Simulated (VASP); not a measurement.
Crystal: AlN.

```xyz
4
Lattice="3.1130 0.0000 0.0000 -1.5565 2.6959 0.0000 0.0000 0.0000 4.9810" Properties=species:S:1:pos:R:3 pbc="T T T"
Al    0.0000    1.7973    0.0000
Al    1.5565    0.8986    2.4905
N     0.0000    1.7973    1.8928
N     1.5565    0.8986    4.3833
```

- Program: VASP 6.6.1
- Task: relaxation of cell and atoms
- Functional: PBE
- Potentials or basis: VASP PAW PBE potentials, release 64 (Al, N)
- Cutoff: 520 eV
- k mesh: 12 × 12 × 6
- Occupations: gaussian, width 0.02 eV
- Spin: no spin polarisation

At the start: pressure 3.5 GPa; volume 10.45 Å³/atom.

Q: Where does the relaxation end?

A: Over 3 steps the energy falls by 2.2 meV/atom and the volume is 10.63 Å³/atom (+1.7 %); space group P6_3mc (No. 186, to 0.05 Å).

Step by step:
| step | energy change (eV) | largest force (eV/Å) | pressure (GPa) | volume (Å³) |
| --- | --- | --- | --- | --- |
| 1 | 0.0000 | 0.1289 | 3.46 | 41.80 |
| 2 | -0.0018 | 0.0914 | -2.90 | 43.18 |
| 3 | -0.0088 | 0.0039 | 0.00 | 42.52 |

Final structure:
```xyz
4
Lattice="3.1279 0.0000 0.0000 -1.5640 2.7089 0.0000 0.0000 0.0000 5.0185" Properties=species:S:1:pos:R:3 pbc="T T T"
Al    0.0000    1.8059    5.0152
Al    1.5640    0.9030    2.5059
N     0.0000    1.8059    1.9103
N     1.5640    0.9030    4.4196
```
